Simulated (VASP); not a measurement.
```
SnO
1.0
    3.79179     0.00000     0.00000
    0.00000     3.79179     0.00000
    0.00000     0.00000    18.04967
Sn O
2 2
Direct
  0.50000   0.00000   0.43488
  0.00000   0.50000   0.56512
  0.50000   0.50000   0.50000
  0.00000   0.00000   0.50000
```

Level of theory: PBEsol GGA, VASP's PBE PAW potentials (set 64) (plane waves; VASP). Settings: PREC = Normal, 500 eV cut-off, 12×12×1 Γ-centred mesh, Gaussian smearing of 0.050 eV, potentials Sn_d O.

**Question.** What does the run give for the energy per atom (σ→0)?

**Answer.** 
```yaml
energy per atom (σ→0): -5.971 eV/atom
```

The absolute energy has meaning only against runs of the same code, potentials and settings.

The cell is a sheet with vacuum, built from SnO (litharge).
